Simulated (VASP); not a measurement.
Data:

```xyz
5
Lattice="3.9557 0.0000 0.0000 0.0000 3.9557 0.0000 0.0000 0.0000 3.9557" Properties=species:S:1:pos:R:3 pbc="T T T"
K      0.0000     0.0000     0.0000
Mg     1.9778     1.9778     1.9778
F      1.9778     0.0000     1.9778
F      0.0000     1.9778     1.9778
F      1.9778     1.9778     0.0000
```

Level of theory: optB88-vdW, VASP's PBE PAW potentials (set 64) (plane waves; VASP 6.6.1). Numerical set-up: 520 eV cut-off, 6×6×6 Γ-centred mesh, Gaussian smearing of 0.050 eV, potentials K_sv Mg F.

### Question
What does the run give for the energy per atom (σ→0), pressure, band gap (on the k-mesh) with the smallest direct gap where there is one?

### Answer

```yaml
band gap (on the k-mesh): 7.57 eV
smallest direct gap (on the k-mesh): 7.89 eV
energy per atom (σ→0): -3.168 eV/atom
pressure: 2.54 GPa
```

Only differences to runs with the same potentials and settings are physical.

The compound is KMgF3 in the cubic perovskite structure. This cell is one point of a volume scan, at 0.97 of the reference volume.
